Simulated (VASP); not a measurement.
An input for Quantum ESPRESSO's pw.x (written as the equivalent of a VASP run, and not itself run):

```
&CONTROL
  calculation = 'vc-relax'
  pseudo_dir = './pseudo'
  outdir = './out'
  tprnfor = .true.
  tstress = .true.
  nstep = 40
  forc_conv_thr = 0.00078
/
&SYSTEM
  ibrav = 0
  nat = 5
  ntyp = 3
  ecutwfc = 84
  occupations = 'smearing'
  smearing = 'gaussian'
  degauss = 0.003675
  input_dft = 'pbe'
/
&ELECTRONS
  conv_thr = 7.3e-08
  electron_maxstep = 100
/
&IONS
/
&CELL
  press = 50
/
ATOMIC_SPECIES
  Ba 137.327 Ba.upf
  Zr 91.224 Zr.upf
  O 15.999 O.upf
CELL_PARAMETERS angstrom
     4.2342516    0.0000000    0.0000000
     0.0000000    4.2342516    0.0000000
     0.0000000    0.0000000    4.2342516
ATOMIC_POSITIONS crystal
  Ba   0.0000000  0.0000000  0.0000000
  Zr   0.5000000  0.5000000  0.5000000
  O    0.5000000  0.0000000  0.5000000
  O    0.0000000  0.5000000  0.5000000
  O    0.5000000  0.5000000  0.0000000
K_POINTS automatic
  5 5 5 0 0 0
```

Task: Translate this input to VASP (INCAR, KPOINTS, POSCAR, choice of POTCAR).

Result: This is not unique; one that fits is 
POSCAR:
```
BaZrO3
1
    4.2342515985     0.0000000000     0.0000000000
    0.0000000000     4.2342515985     0.0000000000
    0.0000000000     0.0000000000     4.2342515985
Ba Zr O
1 1 3
Direct
  0.0000000000   0.0000000000   0.0000000000
  0.5000000000   0.5000000000   0.5000000000
  0.5000000000   0.0000000000   0.5000000000
  0.0000000000   0.5000000000   0.5000000000
  0.5000000000   0.5000000000   0.0000000000
```

**INCAR**
```
! general
SYSTEM  = BaZrO3
PREC    = Accurate
ENCUT   = 620
LREAL   = .FALSE.
LASPH   = .TRUE.

! electronic loop
EDIFF   = 1E-6
NELM    = 100
ALGO    = Normal
LMAXMIX = 4

! smearing
ISMEAR  = 0
SIGMA   = 0.05

! functional
GGA     = PE

! ions
IBRION  = 2
NSW     = 40
ISIF    = 3
EDIFFG  = -0.02
PSTRESS = 50

! output
LWAVE   = .FALSE.
LCHARG  = .FALSE.
```

File KPOINTS:
```
K-points
0
gamma
5 5 5
```

POTCAR, in this order: Ba_sv Zr_sv O (PBE.64 set). Program: vasp_std.

What does not carry over: the potentials are each code's own (VASP's PAW set, PseudoDojo norm-conserving files in pw.x), so ENCUT and ecutwfc are chosen apart and not converted; conv_thr bounds pw.x's estimated SCF error, while EDIFF bounds the energy change between steps; forc_conv_thr acts on force components and is met together with etot_conv_thr.

The compound is BaZrO3 in the cubic perovskite structure. This run relaxes it under an external pressure of 5 GPa. Symmetry was kept, so distortions that lower it aren't found.
